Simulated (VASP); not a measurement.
These are PBE GGA, VASP's PBE PAW potentials (set 64) (plane waves; VASP 6.6.1) values and carry that method's errors.

The input files of a VASP run:

### POSCAR
```
In
1
   -1.5132729556     1.5132729556     2.2731122465
    1.5132729556    -1.5132729556     2.2731122465
    1.5132729556     1.5132729556    -2.2731122465
In
1
Direct
  0.0000000000   0.0000000000   0.0000000000
```

### INCAR
```
SYSTEM = In
PREC = Accurate
ENCUT = 500
EDIFF = 1E-6
NELM = 100
ALGO = Normal
LREAL = .FALSE.
LASPH = .TRUE.
ISMEAR = 1
SIGMA = 0.1
GGA = PE
LMAXMIX = 4
LWAVE = .FALSE.
LCHARG = .FALSE.
IBRION = 2
ISIF = 3
NSW = 40
EDIFFG = -0.02
PSTRESS = 200
```

**KPOINTS**
```
Automatic mesh
0
Gamma
17 17 17
0 0 0
```

POTCAR, in this order: In_d (PBE.64 set). Program: vasp_std.

Output of the run:

OSZICAR:
```
       N       E                     dE             d eps       ncg     rms          rms(c)
DAV:   1     0.686966263361E+02    0.68697E+02   -0.64855E+03  8156   0.174E+03
DAV:   2     0.737311226901E-01   -0.68623E+02   -0.67559E+02  8224   0.287E+02
DAV:   3    -0.224695774404E+01   -0.23207E+01   -0.23053E+01  9470   0.627E+01
DAV:   4    -0.229454610448E+01   -0.47588E-01   -0.47572E-01 10204   0.853E+00
DAV:   5    -0.229646982269E+01   -0.19237E-02   -0.19237E-02  9870   0.145E+00    0.378E+00
DAV:   6    -0.225417009434E+01    0.42300E-01   -0.68037E-02  9336   0.653E+00    0.186E+00
DAV:   7    -0.224373322862E+01    0.10437E-01   -0.21487E-02 10576   0.347E+00    0.378E-01
DAV:   8    -0.224286441882E+01    0.86881E-03   -0.12598E-03  9180   0.721E-01    0.473E-02
DAV:   9    -0.224286597602E+01   -0.15572E-05   -0.18627E-05 11248   0.650E-02    0.206E-02
DAV:  10    -0.224286697623E+01   -0.10002E-05   -0.26939E-06  7816   0.311E-02    0.164E-03
DAV:  11    -0.224286707688E+01   -0.10065E-06   -0.16786E-07  4594   0.721E-03
   1 F= 0.35630377E+00 E0= 0.35628553E+00  d E =0.356304E+00
       N       E                     dE             d eps       ncg     rms          rms(c)
DAV:   1    -0.224185532443E+01    0.10117E-02   -0.82010E-02  9630   0.361E+00    0.267E-01
DAV:   2    -0.224040485167E+01    0.14505E-02   -0.21533E-03 10100   0.115E+00    0.160E-01
DAV:   3    -0.223965226953E+01    0.75258E-03   -0.89779E-04 11030   0.934E-01    0.449E-02
DAV:   4    -0.223965033925E+01    0.19303E-05   -0.95762E-05 10008   0.151E-01    0.317E-02
DAV:   5    -0.223965049877E+01   -0.15951E-06   -0.50913E-06 10990   0.463E-02
   2 F= 0.35592229E+00 E0= 0.35586207E+00  d E =-.381488E-03
       N       E                     dE             d eps       ncg     rms          rms(c)
DAV:   1    -0.223867984699E+01    0.97049E-03   -0.10481E-02  9634   0.130E+00    0.951E-02
DAV:   2    -0.223849470804E+01    0.18514E-03   -0.27413E-04 10006   0.413E-01    0.566E-02
DAV:   3    -0.223839995002E+01    0.94758E-04   -0.11456E-04 11010   0.334E-01    0.162E-02
DAV:   4    -0.223840009742E+01   -0.14741E-06   -0.12189E-05  9910   0.543E-02    0.113E-02
DAV:   5    -0.223840025808E+01   -0.16065E-06   -0.35423E-07  4424   0.166E-02
   3 F= 0.35587626E+00 E0= 0.35580443E+00  d E =-.427508E-03
       N       E                     dE             d eps       ncg     rms          rms(c)
DAV:   1    -0.223790721104E+01    0.49289E-03   -0.18311E-03  9620   0.545E-01    0.398E-02
DAV:   2    -0.223787426362E+01    0.32947E-04   -0.46711E-05 10010   0.171E-01    0.235E-02
DAV:   3    -0.223785782730E+01    0.16436E-04   -0.20361E-05 11080   0.141E-01    0.700E-03
DAV:   4    -0.223785800069E+01   -0.17338E-06   -0.18463E-06  5684   0.232E-02
   4 F= 0.35587335E+00 E0= 0.35579652E+00  d E =-.430427E-03
       N       E                     dE             d eps       ncg     rms          rms(c)
DAV:   1    -0.225208463754E+01   -0.14227E-01   -0.80510E-02  9060   0.680E+00    0.343E-01
DAV:   2    -0.224948836994E+01    0.25963E-02   -0.58702E-03  9108   0.193E+00    0.126E-01
DAV:   3    -0.224905915634E+01    0.42921E-03   -0.12281E-03 10946   0.881E-01    0.473E-02
DAV:   4    -0.224902477096E+01    0.34385E-04   -0.63254E-05  8944   0.133E-01    0.138E-02
DAV:   5    -0.224902348044E+01    0.12905E-05   -0.48898E-06  9744   0.365E-02    0.914E-03
DAV:   6    -0.224902324895E+01    0.23149E-06   -0.30250E-07  4324   0.804E-03
   5 F= 0.35591376E+00 E0= 0.35582978E+00  d E =0.404172E-04
       N       E                     dE             d eps       ncg     rms          rms(c)
DAV:   1    -0.224337370546E+01    0.56498E-02   -0.29862E-02  9068   0.410E+00    0.212E-01
DAV:   2    -0.224239102732E+01    0.98268E-03   -0.22162E-03  9106   0.119E+00    0.767E-02
DAV:   3    -0.224223541268E+01    0.15561E-03   -0.44747E-04 10976   0.533E-01    0.302E-02
DAV:   4    -0.224222981841E+01    0.55943E-05   -0.23647E-05  8942   0.812E-02    0.841E-03
DAV:   5    -0.224223053341E+01   -0.71501E-06   -0.13380E-06  5438   0.214E-02
   6 F= 0.35584785E+00 E0= 0.35576789E+00  d E =-.255005E-04
```

### OUTCAR
```
------------------------ aborting loop because EDIFF is reached ----------------------------------------
  FORCE on cell =-STRESS in cart. coord.  units (eV):
  Direction    XX          YY          ZZ          XY          YZ          ZX
  --------------------------------------------------------------------------------------
  Total        2.5945241      2.5945241      2.6040083      0.0000000     -0.0000000      0.0000000
  in kB      199.7263890    199.7263890    200.4564867      0.0000000     -0.0000000      0.0000000
  external PRESSURE =      -0.0302451 kB  Pullay stress =     200.0000000 kB
  volume of cell :       20.81
      direct lattice vectors                 reciprocal lattice vectors
    -1.518136768  1.518136768  2.257621056     0.000000000  0.329351090  0.221472066
     1.518136768 -1.518136768  2.257621056     0.329351090  0.000000000  0.221472066
     1.518136768  1.518136768 -2.257621056     0.329351090  0.329351090  0.000000000
 POSITION                                       TOTAL-FORCE (eV/Angst)
 -----------------------------------------------------------------------------------
      0.00000      3.03627      0.00000         0.000000     -0.000000     -0.000000
 -----------------------------------------------------------------------------------
    total drift:                               -0.000000     -0.000000      0.000000
  FREE ENERGIE OF THE ION-ELECTRON SYSTEM (eV)
  ---------------------------------------------------
  free  energy   TOTEN  =        -2.2422305334 eV

  energy  without entropy=       -2.2424704015  energy(sigma->0) =       -2.24231049
  enthalpy is  TOTEN    =         0.3558478460 eV   P V=        2.5980783794

 reached required accuracy - stopping structural energy minimisation
```
(Selected blocks of OUTCAR.)

### CONTCAR
```
In
   1.00000000000000
    -1.5181367681903808    1.5181367681903808    2.2576210555248650
     1.5181367681903808   -1.5181367681903808    2.2576210555248650
     1.5181367681903808    1.5181367681903808   -2.2576210555248650
  In
     1
Direct
     1.0000000000000000    0.0000000000000000    1.0000000000000000
```

The compound is In in the bct structure. This run relaxes it under an external pressure of 20 GPa. Symmetry was kept, so distortions that lower it aren't found.
